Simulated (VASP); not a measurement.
Here is the system:

```
ZrS2
1.0
    3.60000     0.00000     0.00000
   -1.80000     3.11769     0.00000
    0.00000     0.00000     5.65310
Zr S
1 2
Direct
  0.00000   0.00000   0.00000
  0.33333   0.66667   0.25000
  0.66667   0.33333   0.75000
```

Method: LDA (Ceperley-Alder, Perdew-Zunger), VASP's LDA PAW potentials (set 64) (plane waves; VASP). Settings: PREC = Normal, EDIFF = 1E-5, 400 eV cut-off, 9×9×5 Γ-centred mesh, Gaussian smearing of 0.050 eV, potentials Zr_sv S.

Problem. The ions are relaxed. Give the cell that the relaxation ends in.

Solution. 
```
ZrS2
1.0
    3.60000     0.00000     0.00000
   -1.80000     3.11769     0.00000
    0.00000     0.00000     5.65310
Zr S
1 2
Cartesian
  0.00000   0.00000   0.00000
  0.00000   2.07846   1.45068
  1.80000   1.03923   4.20242
```
Space group P-3m1 (164), at a tolerance of 0.03 Å.

Problem. How much energy does the relaxation gain?

Solution. The energy (σ→0) changes by -5.8 meV/atom, in 3 ionic steps.

The compound is ZrS2 in the 1T layered structure. This run relaxes the ions in a fixed cell. Symmetry was kept, so distortions that lower it aren't found.
